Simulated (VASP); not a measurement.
OSZICAR of a VASP run on Be$_{2}$Zn$_{2}$Se$_{4}$ (ordered alloy cell):

### OSZICAR
```
       N       E                     dE             d eps       ncg     rms          rms(c)
DAV:   1     0.313462544609E+03    0.31346E+03   -0.20009E+04  1116   0.142E+03
DAV:   2     0.204989124397E+00   -0.31326E+03   -0.30413E+03  1259   0.321E+02
DAV:   3    -0.325107721271E+02   -0.32716E+02   -0.32602E+02  1348   0.111E+02
DAV:   4    -0.333061889687E+02   -0.79542E+00   -0.79391E+00  1340   0.179E+01
DAV:   5    -0.333192010924E+02   -0.13012E-01   -0.13009E-01  1334   0.221E+00    0.865E+00
DAV:   6    -0.322860036986E+02    0.10332E+01   -0.27949E+00  1597   0.504E+01    0.653E+00
DAV:   7    -0.322474385356E+02    0.38565E-01   -0.20981E+00  1319   0.744E+00    0.271E+00
DAV:   8    -0.322373342421E+02    0.10104E-01   -0.96041E-02  1472   0.457E+00    0.986E-01
DAV:   9    -0.322367158581E+02    0.61838E-03   -0.22051E-02  1506   0.269E+00    0.139E-01
DAV:  10    -0.322365629361E+02    0.15292E-03   -0.26771E-03  1505   0.712E-01    0.793E-02
DAV:  11    -0.322367503064E+02   -0.18737E-03   -0.98675E-04  1556   0.301E-01    0.283E-02
DAV:  12    -0.322367051322E+02    0.45174E-04   -0.38915E-04  1533   0.311E-01    0.147E-02
DAV:  13    -0.322367114571E+02   -0.63249E-05   -0.42330E-05  1333   0.386E-02    0.384E-03
DAV:  14    -0.322367112698E+02    0.18728E-06   -0.15168E-06   887   0.727E-03
   1 F= -.32236711E+02 E0= -.32236711E+02  d E =-.322367E+02
       N       E                     dE             d eps       ncg     rms          rms(c)
DAV:   1    -0.322418169455E+02   -0.51055E-02   -0.97216E-02  1399   0.333E+00    0.465E-01
DAV:   2    -0.322386716715E+02    0.31453E-02   -0.16818E-02  1455   0.235E+00    0.210E-01
DAV:   3    -0.322380484653E+02    0.62321E-03   -0.10562E-03  1296   0.277E-01    0.100E-01
DAV:   4    -0.322378912956E+02    0.15717E-03   -0.23899E-04  1350   0.119E-01    0.323E-02
DAV:   5    -0.322378830575E+02    0.82381E-05   -0.58541E-05  1541   0.124E-01    0.108E-02
DAV:   6    -0.322378839558E+02   -0.89828E-06   -0.23009E-05  1376   0.610E-02    0.397E-03
DAV:   7    -0.322378837423E+02    0.21349E-06   -0.15875E-06   806   0.179E-02
   2 F= -.32237884E+02 E0= -.32237884E+02  d E =-.117247E-02
       N       E                     dE             d eps       ncg     rms          rms(c)
DAV:   1    -0.322392977605E+02   -0.14138E-02   -0.28610E-02  1413   0.182E+00    0.252E-01
DAV:   2    -0.322383743590E+02    0.92340E-03   -0.49558E-03  1455   0.127E+00    0.114E-01
DAV:   3    -0.322381925625E+02    0.18180E-03   -0.30804E-04  1266   0.148E-01    0.544E-02
DAV:   4    -0.322381470791E+02    0.45483E-04   -0.70455E-05  1342   0.642E-02    0.174E-02
DAV:   5    -0.322381447949E+02    0.22842E-05   -0.17191E-05  1519   0.669E-02    0.586E-03
DAV:   6    -0.322381450736E+02   -0.27879E-06   -0.66665E-06  1162   0.329E-02
   3 F= -.32238145E+02 E0= -.32238145E+02  d E =-.143380E-02
       N       E                     dE             d eps       ncg     rms          rms(c)
DAV:   1    -0.322425146314E+02   -0.43698E-02   -0.11417E-01  1420   0.362E+00    0.504E-01
DAV:   2    -0.322388038708E+02    0.37108E-02   -0.19829E-02  1455   0.257E+00    0.228E-01
DAV:   3    -0.322380704801E+02    0.73339E-03   -0.12502E-03  1296   0.303E-01    0.109E-01
DAV:   4    -0.322378850200E+02    0.18546E-03   -0.28372E-04  1343   0.129E-01    0.353E-02
DAV:   5    -0.322378751164E+02    0.99036E-05   -0.68421E-05  1521   0.136E-01    0.119E-02
DAV:   6    -0.322378761861E+02   -0.10697E-05   -0.27408E-05  1392   0.664E-02    0.430E-03
DAV:   7    -0.322378759516E+02    0.23448E-06   -0.19134E-06   891   0.194E-02
   4 F= -.32237876E+02 E0= -.32237876E+02  d E =-.116468E-02
       N       E                     dE             d eps       ncg     rms          rms(c)
DAV:   1    -0.322407310823E+02   -0.28549E-02   -0.62609E-02  1427   0.270E+00    0.373E-01
DAV:   2    -0.322386991362E+02    0.20319E-02   -0.10782E-02  1448   0.183E+00    0.169E-01
DAV:   3    -0.322382885348E+02    0.41060E-03   -0.67096E-04  1281   0.213E-01    0.807E-02
DAV:   4    -0.322381820344E+02    0.10650E-03   -0.14880E-04  1342   0.932E-02    0.256E-02
DAV:   5    -0.322381761601E+02    0.58743E-05   -0.35767E-05  1505   0.934E-02    0.830E-03
DAV:   6    -0.322381767066E+02   -0.54641E-06   -0.14154E-05  1265   0.468E-02    0.325E-03
DAV:   7    -0.322381768442E+02   -0.13762E-06   -0.10412E-06   698   0.156E-02
   5 F= -.32238177E+02 E0= -.32238177E+02  d E =-.146557E-02
       N       E                     dE             d eps       ncg     rms          rms(c)
DAV:   1    -0.322424489847E+02   -0.42723E-02   -0.10312E-01  1373   0.312E+00    0.453E-01
DAV:   2    -0.322397432394E+02    0.27057E-02   -0.13844E-02  1442   0.201E+00    0.222E-01
DAV:   3    -0.322390287492E+02    0.71449E-03   -0.80644E-04  1449   0.275E-01    0.101E-01
DAV:   4    -0.322388539078E+02    0.17484E-03   -0.23982E-04  1498   0.128E-01    0.261E-02
DAV:   5    -0.322388525099E+02    0.13979E-05   -0.70129E-05  1417   0.112E-01    0.709E-03
DAV:   6    -0.322388530267E+02   -0.51680E-06   -0.17370E-05  1321   0.569E-02    0.379E-03
DAV:   7    -0.322388533043E+02   -0.27754E-06   -0.22156E-06   700   0.141E-02
   6 F= -.32238853E+02 E0= -.32238853E+02  d E =-.676460E-03
```

Question: Which electronic solver shows in the log?

Answer: It is blocked Davidson (ALGO = Normal, or the opening steps of other solvers). The INCAR had ALGO = Normal.

Question: Can the final energy be trusted as converged?

Answer: The run converged. It stopped with EDIFF = 1E-6, NELM = 100, NSW = 60 and EDIFFG = -0.02 after 6 ionic steps (PBEsol GGA, plane waves, VASP's PBE PAW potentials (set 64)).

The structure was generated: Be2Zn2Se4 was put into an ordered model structure (P-4m2), which need not be its known phase. This run relaxes it. Symmetry was kept, so distortions that lower it aren't found. The start is the result of an earlier pass.
